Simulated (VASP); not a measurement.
Si (diamond): the LDA mean ε∞ (DFPT) against the volume, with the cell scaled uniformly; LDA's own equilibrium is at 19.715 Å³/atom. VASP (PAW), 400 eV cut-off, 14×14×14 Γ-centred mesh, Gaussian smearing of 0.010 eV, potentials Si.  Fit the value as a straight line in ln V.

| V (Å³/atom) | LDA mean ε∞ (DFPT) |
|---|---|
| 17.941 | 13.18 |
| 18.532 | 13.19 |
| 19.124 | 13.24 |
| 19.715 | 13.33 |
| 20.307 | 13.47 |

Problem. Fit the rows as the text says and predict the value at 20.898.

Solution. The slope against ln V is 2.31. The line misses the rows by up to 0.05 and gives 13.49 at 20.898. The run gave 13.65, +0.16 from the line, so the form doesn't hold that far.

Left out are failed runs and those whose mesh is unfit for this quantity.

The compound is Si in the diamond structure.
